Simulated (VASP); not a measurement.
Calculation: LDA (Ceperley-Alder, Perdew-Zunger), VASP's LDA PAW potentials (set 64) (plane waves; VASP 6.6.1).

A VASP calculation is set up with these files.

KPOINTS:
```
k-points along high-symmetry lines
10
Line-mode
Reciprocal
  0.000000   0.000000   0.000000 ! GAMMA
  0.500000   0.000000   0.000000 ! M

  0.500000   0.000000   0.000000 ! M
  0.333333   0.333333   0.000000 ! K

  0.333333   0.333333   0.000000 ! K
  0.000000   0.000000   0.000000 ! GAMMA

  0.000000   0.000000   0.000000 ! GAMMA
  0.000000   0.000000   0.500000 ! A

  0.000000   0.000000   0.500000 ! A
  0.500000   0.000000   0.500000 ! L

  0.500000   0.000000   0.500000 ! L
  0.333333   0.333333   0.500000 ! H

  0.333333   0.333333   0.500000 ! H
  0.000000   0.000000   0.500000 ! A

  0.500000   0.000000   0.500000 ! L
  0.500000   0.000000   0.000000 ! M

  0.333333   0.333333   0.500000 ! H
  0.333333   0.333333   0.000000 ! K
```

**POSCAR**
```
WS2
44.6501270
  0.0700522149   0.0000000000   0.0000000000
 -0.0350261075   0.0606670036   0.0000000000
  0.0000000000   0.0000000000   0.5000000026
W S
2 4
Cartesian
 -0.0000000350   0.0404446893   0.3178263963
  0.0350261425   0.0202223143   0.1821736062
 -0.0000000350   0.0404446893   0.1472018423
  0.0350261425   0.0202223143   0.3527981603
  0.0350261425   0.0202223143   0.2827964248
 -0.0000000350   0.0404446893   0.2172035778
```

**INCAR**
```
# general
SYSTEM   =  WS2
PREC     =  Accurate
ENCUT    =  400
LREAL    =  F
LASPH    =  T
ICHARG   =  11

# electronic loop
EDIFF    =  1E-7
NELM     =  100
ALGO     =  Normal
LMAXMIX  =  6

# smearing
ISMEAR   =  0
SIGMA    =  0.05

# output
LWAVE    =  F
LCHARG   =  F
LORBIT   =  11
```

POTCAR, in this order: W_sv S (LDA.64 set). Program: vasp_std. Read from the step before: CHGCAR.

What VASP printed:

OUTCAR:
```
 ion  position               nearest neighbor table
   1  0.333  0.667  0.636-   4 2.39   4 2.39   4 2.39   5 2.39   5 2.39   5 2.39
   2  0.667  0.333  0.364-   3 2.39   3 2.39   3 2.39   6 2.39   6 2.39   6 2.39
   3  0.333  0.667  0.294-   2 2.39   2 2.39   2 2.39
   4  0.667  0.333  0.706-   1 2.39   1 2.39   1 2.39
   5  0.667  0.333  0.566-   1 2.39   1 2.39   1 2.39
   6  0.333  0.667  0.434-   2 2.39   2 2.39   2 2.39
  LATTYP: Found a hexagonal cell.
 ALAT       =     3.1278402939
 C/A-ratio  =     7.1375330954
 Subroutine PRICEL returns:
 Original cell was already a primitive cell.
 Subroutine GETGRP returns: Found 12 space group operations
The static configuration has the point symmetry D_3d.
The dynamic configuration has the point symmetry D_3d.
 Subroutine INISYM returns: Found 12 space group operations
   k-points           NKPTS =     90   k-points in BZ     NKDIM =     90   number of bands    NBANDS=     31
   number of dos      NEDOS =    301   number of ions     NIONS =      6
   total plane-waves  NPLWV =  60000
   dimension x,y,z NGX =    20 NGY =   20 NGZ =  150
   dimension x,y,z NGXF=    40 NGYF=   40 NGZF=  300
   ions per type =               2   4
   PREC   = accura    normal or accurate (medium, high low for compatibility)
   ISTART =      0    job   : 0-new  1-cont  2-samecut
   ICHARG =     11    charge: 1-file 2-atom 10-const
   ISPIN  =      1    spin polarized calculation?
   LNONCOLLINEAR =      F non collinear calculations
   LSORBIT =      F    spin-orbit coupling
   INIWAV =      1    electr: 0-lowe 1-rand  2-diag
   ENCUT  =  400.0 eV  29.40 Ry    5.42 a.u.   5.10  5.10 36.41*2*pi/ulx,y,z
   NELM   =    100;   NELMIN=  2; NELMDL= -5     # of ELM steps
   EDIFF  = 0.1E-06   stopping-criterion for ELM
   LREAL  =      F    real-space projection
   NLSPLINE    = F    spline interpolate recip. space projectors
   LMAXMIX     =    6 max onsite mixed and CHGCAR
   VOSKOWN=      0    Vosko Wilk Nusair interpolation
   EDIFFG = 0.1E-05   stopping-criterion for IOM
   NSW    =      0    number of steps for IOM
   NBLOCK =      1;   KBLOCK =      1    inner block; outer block
   IBRION =     -1    ionic relax: 0-MD 1-quasi-New 2-CG
   NFREE  =      0    steps in history (QN), initial steepest desc. (CG)
   ISIF   =      2    stress and relaxation
   ISYM   =      2    0-nonsym 1-usesym 2-fastsym
   TEIN   =    0.0    initial temperature
   TEBEG  =    0.0;   TEEND  =   0.0 temperature during run
   SMASS  =  -3.00    Nose mass-parameter (am)
   PSTRESS=    0.0 pullay stress
   NELECT =      52.0000    total number of electrons
   EFERMI =   0.00;   METHOD = LEGACY
   ISMEAR =     0;   SIGMA  =   0.05  broadening in eV -4-tet -1-fermi 0-gaus
   IALGO  =     38    algorithm
   LDIAG  =      T    sub-space diagonalisation (order eigenvalues)
   IMIX   =      4    mixing-type and parameters
     AMIX     =   0.40;   BMIX     =  1.00
     AMIX_MAG =   1.60;   BMIX_MAG =  1.00
     AMIN     =   0.10
   GGA     = CA    functional components
   VOSKOWN =     0    Vosko Wilk Nusair interpolation
   LHFCALC =     F    Hartree Fock is set to
   LHFONE  =     F    Hartree Fock one center treatment
   AEXX    =    0.0000 exact exchange contribution
   IVDW    =     0    specifies the selected vdW correction
   LEPSILON=     F    determine dielectric tensor
   LRPA    =     F    only Hartree local field effects (RPA)
  energy-cutoff  :      400.00
  volume of cell :      189.15
      direct lattice vectors                 reciprocal lattice vectors
     3.127840294  0.000000000  0.000000000     0.319709418  0.184584301  0.000000000
    -1.563920147  2.708789414  0.000000000     0.000000000  0.369168602  0.000000000
     0.000000000  0.000000000 22.325063615     0.000000000  0.000000000  0.044792706
 k-point     1 :   0.0000 0.0000 0.0000  plane waves:    3421
 k-point     2 :   0.0556 0.0000 0.0000  plane waves:    3403
 k-point     3 :   0.1111 0.0000 0.0000  plane waves:    3395
 k-point     4 :   0.1667 0.0000 0.0000  plane waves:    3397
 k-point     5 :   0.2222 0.0000 0.0000  plane waves:    3421
...
```

File OSZICAR:
```
       N       E                     dE             d eps       ncg     rms          rms(c)
DAV:   1     0.439714853934E+03    0.43971E+03   -0.25700E+04  6804   0.125E+03
DAV:   2    -0.212158276103E+02   -0.46093E+03   -0.45033E+03  7126   0.352E+02
DAV:   3    -0.500059252719E+02   -0.28790E+02   -0.28413E+02  6842   0.855E+01
DAV:   4    -0.510397711370E+02   -0.10338E+01   -0.10308E+01  7470   0.164E+01
DAV:   5    -0.510681696434E+02   -0.28399E-01   -0.28386E-01  7167   0.283E+00
DAV:   6    -0.510693849820E+02   -0.12153E-02   -0.12151E-02  7957   0.575E-01
DAV:   7    -0.510694261004E+02   -0.41118E-04   -0.41113E-04  7769   0.961E-02
DAV:   8    -0.510694273861E+02   -0.12856E-05   -0.12856E-05  7965   0.119E-02
DAV:   9    -0.510694274331E+02   -0.47092E-07   -0.47043E-07  5041   0.182E-03
   1 F= -.51069427E+02 E0= -.51069427E+02  d E =-.112101E-13
```

OUTCAR:
```
 val. band max:        1.5989997693   @ k =   0.0000   0.0000   0.0000

 cond. band min:       2.9330270095   @ k =   0.1852   0.1852   0.5000



 k-point     1 :       0.0000    0.0000    0.0000
  band No.  band energies     occupation
      1     -72.3011      2.00000
      2     -72.3011      2.00000
      3     -36.8616      2.00000
      4     -36.8616      2.00000
      5     -36.6409      2.00000
      6     -36.6409      2.00000
      7     -36.6409      2.00000
      8     -36.6409      2.00000
      9     -13.8326      2.00000
     10     -13.6848      2.00000
     11     -12.1671      2.00000
     12     -11.8939      2.00000
     13      -5.7439      2.00000
     14      -5.1231      2.00000
     15      -1.7151      2.00000
     16      -1.7151      2.00000
     17      -1.7070      2.00000
     18      -1.7070      2.00000
     19      -1.6683      2.00000
     20      -0.4529      2.00000
     21      -0.4257      2.00000
     22      -0.4256      2.00000
     23      -0.3932      2.00000
     24      -0.3932      2.00000
     25       0.7769      2.00000
     26       1.5990      2.00000
     27       4.1724      0.00000
     28       4.1841      0.00000
     29       4.1978      0.00000
     30       4.2477      0.00000
     31       4.3403      0.00000

 k-point     2 :       0.0556    0.0000    0.0000
  band No.  band energies     occupation
      1     -72.3005      2.00000
      2     -72.3005      2.00000
      3     -36.8593      2.00000
      4     -36.8593      2.00000
      5     -36.6537      2.00000
      6     -36.6537      2.00000
      7     -36.6439      2.00000
      8     -36.6439      2.00000
      9     -13.7772      2.00000
     10     -13.6291      2.00000
     11     -12.1449      2.00000
     12     -11.8755      2.00000
     13      -5.6792      2.00000
     14      -5.0582      2.00000
     15      -1.8590      2.00000
     16      -1.8485      2.00000
     17      -1.7820      2.00000
     18      -1.6605      2.00000
...
```

The density is held fixed in this step, so its total energy and stress have no physical meaning. The cell holds a wide vacuum, so values per volume refer to the whole cell. Unless said otherwise, spin-orbit coupling is left out, though it shifts the bands of the heavy elements here.

The cell is a sheet with vacuum, built from a database entry that may be metastable or hypothetical.
